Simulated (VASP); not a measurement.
A VASP calculation is set up with these files.

### POSCAR
```
AlP
1
    0.0000000000     2.7225290000     2.7225290000
    2.7225290000     0.0000000000     2.7225290000
    2.7225290000     2.7225290000     0.0000000000
Al P
1 1
Direct
  0.0000000000   0.0000000000   0.0000000000
  0.7500000000   0.7500000000   0.7500000000
```

KPOINTS:
```
Automatic mesh
0
Gamma
8 8 8
0 0 0
```

### INCAR
```
# general
SYSTEM  =  AlP
PREC    =  Accurate
ENCUT   =  300
LREAL   =  .FALSE.
LASPH   =  .TRUE.

# electronic loop
EDIFF   =  1E-6
NELM    =  100
ALGO    =  Normal

# smearing
ISMEAR  =  0   # Gaussian
SIGMA   =  0.02   # width (eV)

# ions
ISIF    =  2

# output
LWAVE   =  .FALSE.
LCHARG  =  .FALSE.
```

POTCAR, in this order: Al P (LDA.64 set). Program: vasp_std.

### Question
Write an equivalent input for Ansatz.

### Answer
One equivalent input (not run):
Ansatz 0.2 input:
```yaml
crystal:
  lattice:
    - [0.0000000, 2.7225290, 2.7225290]
    - [2.7225290, 0.0000000, 2.7225290]
    - [2.7225290, 2.7225290, 0.0000000]
  atoms:
    - { symbol: Al, position: [0.0000000, 0.0000000, 0.0000000] }
    - { symbol: P, position: [0.7500000, 0.7500000, 0.7500000] }
kpoints:
  mp_grid: { grid: [8, 8, 8] }
hamiltonian:
  xc: lda
  pseudopotentials: { kind: paw }
scf:
  occupations: { method: gaussian, width: 0.02 }
  max_iter: 100
output: { forces: true, stress: true, eigenvalues: true }
```
What does not carry over: each code has its own PAW files, so the cut-off isn't converted (ENCUT is set for VASP's; basis.ecutwfc is left out, and Ansatz then takes the one that its files recommend); Ansatz stops its SCF on the density residual and VASP on the energy change (EDIFF); Ansatz's lda is the Perdew-Wang form, while the LDA potentials of VASP carry Perdew-Zunger's.

The structure comes from a computed database's AlP entry; how it stands against other phases isn't given here. The cell was not relaxed at this level. The run is one of a series of settings (GGA removed, POTCAR Al P (LDA.64 set) against the base run), some of them coarse on purpose.
